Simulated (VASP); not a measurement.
Input of a VASP 6.6.1 run:

INCAR

```
ALGO = Normal ; EDIFF = 1E-7
ENCUT = 520 ; GGA = PE
ISIF = 2 ; ISMEAR = -1
ISPIN = 2 ; LASPH = True
LCHARG = False ; LMAXMIX = 4
LORBIT = 11 ; LREAL = False
LWAVE = False ; MAGMOM = 0 0 0 0 2 0 0
NBANDS = 34 ; NELM = 150
PREC = Accurate ; SIGMA = 0.05
```

KPOINTS

```
k-points
0
Gamma
  8 8 5
```

File POSCAR:

```
CoSi2Se4
1.0
    6.6856630000     -1.8016410000      0.0000000000
    6.6856630000      1.8016410000      0.0000000000
   -2.8248560000      0.0000000000      5.5918680000
Se Co Si
4 1 2
Direct
    0.1167370000      0.1167370000      0.4366250000
    0.8832630000      0.8832630000      0.5633750000
    0.3811150000      0.3811150000      0.0254230000
    0.6188850000      0.6188850000      0.9745770000
    0.0000000000      0.0000000000      0.0000000000
    0.2637490000      0.2637490000      0.2846190000
    0.7362510000      0.7362510000      0.7153810000
```

Potentials or basis: VASP PAW PBE potentials, release 64 (Se, Co, Si).

Run with:

```sh
$ cat potpaw_PBE.64/Se/POTCAR potpaw_PBE.64/Co/POTCAR potpaw_PBE.64/Si/POTCAR > POTCAR
$ mpirun -np 1 vasp_std > vasp.out
```

Task: What does it give for the pressure?

Result: -0.3 GPa.

Task: Estimate the band gap on the k mesh.

Result: None (metal or under the smearing width).

Stress tensor (GPa, compression positive):
```
-0.59  0.00 -0.15
 0.00 -0.25  0.00
-0.15  0.00 -0.17
```

With open d or f shells a metallic result of PBE can be an artefact of self-interaction; +U or a hybrid may open a gap.
